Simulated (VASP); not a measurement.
Computed with PBEsol GGA, VASP's PBE PAW potentials (set 64) (plane waves; VASP 6.6.1).

The input files of a VASP run:

POSCAR:
```
Pb(100) slab
3.4847550
  1.0000000903   0.0000000000   0.0000000000
  0.0000000000   1.0000000903   0.0000000000
  0.0000000000   0.0000000000   7.1139225307
Pb
4
Direct
  0.0000000000   0.5000000000   0.3528600754
  0.5000000000   0.0000000000   0.4465273222
  1.0000000000   0.5000000000   0.5534726778
  0.5000000000   1.0000000000   0.6471399246
```

### INCAR
```
SYSTEM = Pb(100) slab
PREC = Normal
ENCUT = 400
EDIFF = 1E-6
NELM = 100
ALGO = Normal
LREAL = .FALSE.
LASPH = .TRUE.
ISMEAR = 1
SIGMA = 0.1
GGA = PS
LMAXMIX = 4
LWAVE = .FALSE.
LCHARG = .FALSE.
NELMIN = 4
LDIPOL = .TRUE.
IDIPOL = 3
DIPOL = 0.5 0.5 0.5
LVHAR = .TRUE.
LORBIT = 11
```

### KPOINTS
```
Automatic mesh
0
Gamma
8 8 1
0 0 0
```

POTCAR, in this order: Pb_d (PBE.64 set). Program: vasp_std. Read from the step before: WAVECAR.

The resulting files:

**OSZICAR**
```
       N       E                     dE             d eps       ncg     rms          rms(c)
DAV:   1    -0.153587832265E+02   -0.15359E+02   -0.92258E-06  1108   0.517E-02    0.265E-03
DAV:   2    -0.153587828180E+02    0.40850E-06   -0.28662E-06   743   0.101E-02    0.115E-03
DAV:   3    -0.153587827571E+02    0.60925E-07   -0.27313E-07   593   0.157E-02    0.467E-04
DAV:   4    -0.153587827618E+02   -0.46848E-08   -0.14377E-07   564   0.455E-03
   1 F= -.15358783E+02 E0= -.15359106E+02  d E =0.968291E-03
```

**OUTCAR**
```
------------------------ aborting loop because EDIFF is reached ----------------------------------------
  FORCE on cell =-STRESS in cart. coord.  units (eV):
  Direction    XX          YY          ZZ          XY          YZ          ZX
  --------------------------------------------------------------------------------------
  Total       -1.6154021     -1.6154021      0.2584588      0.0000000      0.0000000     -0.0000000
  in kB       -8.5973632     -8.5973632      1.3755488      0.0000000      0.0000000     -0.0000000
  external PRESSURE =      -5.2730592 kB  Pullay stress =       0.0000000 kB
  volume of cell :      301.04
      direct lattice vectors                 reciprocal lattice vectors
     3.484755315  0.000000000  0.000000000     0.286964194  0.000000000  0.000000000
     0.000000000  3.484755315  0.000000000     0.000000000  0.286964194  0.000000000
     0.000000000  0.000000000 24.790277108     0.000000000  0.000000000  0.040338395
 POSITION                                       TOTAL-FORCE (eV/Angst)
 -----------------------------------------------------------------------------------
      0.00000      1.74238      8.74750        -0.000000      0.000000     -0.032397
      1.74238      0.00000     11.06954         0.000000      0.000000     -0.029262
      0.00000      1.74238     13.72074        -0.000000      0.000000      0.029262
      1.74238      0.00000     16.04278        -0.000000      0.000000      0.032397
 -----------------------------------------------------------------------------------
    total drift:                                0.000000      0.000000      0.000000
  FREE ENERGIE OF THE ION-ELECTRON SYSTEM (eV)
  ---------------------------------------------------
  free  energy   TOTEN  =       -15.3587827618 eV

  energy  without entropy=      -15.3597510526  energy(sigma->0) =      -15.35910553

 total charge

# of ion       s       p       d       tot
------------------------------------------
    1        1.384   0.745   9.802  11.930
    2        1.395   0.747   9.808  11.949
    3        1.395   0.747   9.808  11.949
    4        1.384   0.745   9.802  11.930
--------------------------------------------------
tot          5.557   2.983  39.219  47.759
```
(Selected blocks of OUTCAR.)

The cell is a thin slab with vacuum, built from Pb (fcc): (100) face.
